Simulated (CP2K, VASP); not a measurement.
An input for CP2K (LDA (Pade form), GPW, DZVP-MOLOPT-SR-GTH basis, GTH-PADE potentials (GTH_POTENTIALS)):

```
&GLOBAL
  PROJECT bulk
  RUN_TYPE ENERGY_FORCE
  PRINT_LEVEL LOW
&END GLOBAL
&FORCE_EVAL
  METHOD Quickstep
  STRESS_TENSOR ANALYTICAL
  &DFT
    BASIS_SET_FILE_NAME BASIS_MOLOPT
    POTENTIAL_FILE_NAME GTH_POTENTIALS
    &QS
      METHOD GPW
      EPS_DEFAULT 1E-10
    &END QS
    &MGRID
      CUTOFF 500
      REL_CUTOFF 50
      NGRIDS 5
    &END MGRID
    &SCF
      SCF_GUESS ATOMIC
      EPS_SCF 1E-6
      MAX_SCF 100
      ADDED_MOS 10
      &DIAGONALIZATION
        ALGORITHM STANDARD
      &END DIAGONALIZATION
      &MIXING
        METHOD BROYDEN_MIXING
        ALPHA 0.3
        NBUFFER 10
        BETA 1
      &END MIXING
    &END SCF
    &KPOINTS
      SCHEME MONKHORST-PACK 3 3 3
    &END KPOINTS
    &XC
      &XC_FUNCTIONAL PADE
      &END XC_FUNCTIONAL
    &END XC
    &PRINT
      &MO
        EIGENVALUES T
        OCCUPATION_NUMBERS T
        NDIGITS 8
        FILENAME mo
        &EACH
          QS_SCF 0
        &END EACH
        ADD_LAST NUMERIC
      &END MO
      &MULLIKEN OFF
      &END MULLIKEN
    &END PRINT
  &END DFT
  &SUBSYS
    &CELL
      A 7.10501400 0.00000000 0.00000000
      B -3.33195400 6.27529300 0.00000000
      C -1.88653000 -3.13764700 6.08912100
      PERIODIC XYZ
    &END CELL
    &COORD
      K        2.60924200    -1.56882350     3.04456050
      K       -2.60924200     1.56882300     3.04456050
      Sn       0.00000000     0.00000000     0.00000000
      Hg       1.88653000     3.13764650     0.00000000
      Te       1.04541979     5.88340095     0.00000000
      Te      -0.98922087    -1.64525664     3.95342270
      Te       4.70608195     3.68240469     0.00000000
      Te       0.89730913     1.49239001     2.13569830
    &END COORD
    &KIND K
      BASIS_SET DZVP-MOLOPT-SR-GTH
      POTENTIAL GTH-PADE-q9
    &END KIND
    &KIND Sn
      BASIS_SET DZVP-MOLOPT-SR-GTH
      POTENTIAL GTH-PADE-q4
    &END KIND
    &KIND Hg
      BASIS_SET DZVP-MOLOPT-SR-GTH
      POTENTIAL GTH-PADE-q12
    &END KIND
    &KIND Te
      BASIS_SET DZVP-MOLOPT-SR-GTH
      POTENTIAL GTH-PADE-q6
    &END KIND
  &END SUBSYS
  &PRINT
    &FORCES ON
    &END FORCES
    &STRESS_TENSOR ON
    &END STRESS_TENSOR
  &END PRINT
&END FORCE_EVAL
```

Problem. Translate it to VASP.

Solution. One set of files that does it:

File POSCAR:
```
K2SnHgTe4
4.3056590
 -1.0000000000   1.0000000000   0.8503049127
  1.0000000000  -1.0000000000   0.8503049127
  1.0000000000   1.0000000000  -0.8503049127
K Sn Hg Te
2 1 1 4
Direct
  0.5000000000   0.0000000000   0.5000000000
  0.0000000000   0.5000000000   0.5000000000
  0.0000000000   0.0000000000   0.0000000000
  0.5000000000   0.5000000000   0.0000000000
  0.5868100000   0.9375500000   0.0000000000
  0.0624500000   0.0624500000   0.6492600000
  0.9375500000   0.5868100000   0.0000000000
  0.4131900000   0.4131900000   0.3507400000
```

### KPOINTS
```
Automatic
0
G
 3 3 3
0 0 0
```

INCAR:
```
ALGO = Normal   # blocked Davidson
LREAL = .FALSE.   # projection in real space or not
LCHARG = .FALSE.
PREC = Accurate
ENCUT = 300   # plane-wave cut-off (eV)
EDIFF = 1E-6
ISIF = 2
SYSTEM = K2SnHgTe4
LWAVE = .FALSE.
LMAXMIX = 6
NELM = 100   # most electronic steps
ISMEAR = 0
SIGMA = 0.01   # width (eV)
LASPH = .TRUE.
```

POTCAR, in this order: K_sv Sn_d Hg Te (LDA.64 set). Program: vasp_std.

Both are inputs of real runs that ended normally. What can't carry over is the choice of potentials or basis and its cut-off, and each code's defaults.

Fixed occupations appear in VASP as a very narrow Gaussian smearing.

VASP's LDA is the Perdew-Zunger fit; the other code's may be Perdew-Wang, which differs slightly.

The structure comes from a computed database's K2SnHgTe4 entry; how it stands against other phases isn't given here. The cell was not relaxed at this level, and it may have been scaled.
